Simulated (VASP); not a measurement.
## PbO (relaxed from the zinc blende structure, space group F-43m): computed properties

Method: PBEsol GGA, VASP's PBE PAW potentials (set 64) (plane waves; VASP).

For PbO, the space group is F-43m (216). The cell comes out as a = b = c = 5.572 Å, α = β = γ = 90.00° and the volume per atom is 21.62 Å³/atom. The band gap (over mesh and band path) is 0.31 eV and the smallest direct gap (over mesh and band path) is 0.50 eV. The band-edge character comes out as indirect, W to X and the density is 8.57 g/cm³.

PbO is modelled in the cubic space group F-43m (No. 216), the zinc blende structure, Pearson symbol cF8. Cell: a = b = c = 5.572 Å, α = β = γ = 90.00°. Pb on 4a is surrounded by 4 O at 2.413 Å (tetrahedral). O on 4d sees 4 Pb at 2.413 Å (tetrahedral). (Neighbours: up to the widest gap in distance over summed covalent radii, below 1.35, at either atom; cation-cation and far metal-metal contacts left out.)
(The calculation used a cell of 2 atoms; values per cell refer to that cell.)

Unless said otherwise, spin-orbit coupling is left out, though it shifts the bands of the heavy elements here.

The structure was generated: PbO was put into the zinc blende type (F-43m), which need not be its known phase. It was relaxed first, which changed the volume by +47 %. Symmetry was kept, so distortions that lower it aren't found.
